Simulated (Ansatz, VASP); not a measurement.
## One calculation of ScB2, two programs

```xyz
3
Lattice="3.1709 0.0000 0.0000 -1.5854 2.7460 0.0000 0.0000 0.0000 3.5433" Properties=species:S:1:pos:R:3 pbc="T T T"
Sc    0.0000    0.0000    0.0000
B     0.0000    1.8307    1.7717
B     1.5854    0.9153    1.7717
```

Change from the starting cell: volume scaled by 1.02, crystal datasets.

Alike in both runs: task electric field gradients; functional PBEsol; k mesh 12 × 12 × 9; occupations fermi-dirac, width 0.03 eV; no spin polarisation.

|  | VASP | Ansatz |
| --- | --- | --- |
| version | VASP 6.6.1 | Ansatz 0.2.0 |
| potentials or method | VASP PAW PBE potentials, release 64 (Sc_sv, B), cutoff 520 eV | all-electron PAW with datasets made for the crystal, scalar-relativistic |

VASP gave:

```
pressure (GPa)                                                 : -7.9
largest component of the traceless stress (GPa)                : 0.58
Vzz of the field gradient on the site that differs most (V/Å²) : 7.0
```

**Question.** What did Ansatz give for the same quantities?

**Answer.** Pressure (GPa): -8.3; largest component of the traceless stress (GPa): 0.55; Vzz of the field gradient on the site that differs most (V/Å²): 5.6.

Ansatz ran all-electron here, so the differences hold the error of VASP's frozen core and of both bases.

Caveats: the PAW data sets were made with another functional, which shifts forces and pressure a little (VASP).
